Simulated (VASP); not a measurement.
Data:

```xyz
8
Lattice="0.0000 2.8869 2.8869 2.8869 0.0000 2.8869 11.5574 11.5574 -0.0097" Properties=species:S:1:pos:R:3 pbc="T T T"
Ga    11.4647    11.4647     0.0830
Ga     5.8621     5.8621     5.6856
Ga     8.6944     8.6944     5.7403
Ga     8.6411     8.6411     0.0197
Sb     1.4514     1.4514     1.4355
As     4.3893     4.3893     1.3845
As     7.2222     7.2222     1.4386
As    10.0546    10.0546     1.4931
```

These are PBEsol GGA, VASP's PBE PAW potentials (set 64) (plane waves; VASP) values and carry that method's errors. Numerical set-up: 400 eV cut-off, Gaussian smearing of 0.050 eV, potentials Ga_d Sb As.

### Question
Give the energies of bands 28 to 41 at the high-symmetry points, in eV from the Fermi level.

### Answer

```tsv
band	Γ	T	H2	L	S0	F
28	-1.75	-2.44	-6.74	-6.68	-6.74	-6.55
29	-1.75	-1.72	-4.41	-3.55	-4.41	-3.71
30	-1.38	-1.72	-4.34	-3.52	-4.32	-3.61
31	-1.38	-1.46	-4.19	-3.13	-4.22	-3.18
32	-1.01	-1.46	-3.90	-2.84	-3.90	-3.08
33	-1.01	-0.93	-2.81	-2.69	-2.87	-2.66
34	-0.50	-0.93	-2.76	-2.59	-2.71	-2.28
35	-0.40	-0.05	-2.53	-2.04	-2.56	-1.57
36	0.00	-0.04	-2.37	-1.52	-2.33	-1.40
37	0.00	0.07	1.67	0.87	1.53	0.28
38	0.12	0.33	1.71	1.06	2.04	0.83
39	0.41	0.60	2.46	1.29	2.08	0.92
40	1.75	1.97	2.64	1.63	2.87	1.36
41	3.00	3.19	3.91	1.91	3.60	1.80
```

It has no gap at this level: it comes out as a metal or semimetal.

The structure was generated: Ga4As3Sb was put into an ordered model structure (R3m), which need not be its known phase. It was relaxed first.
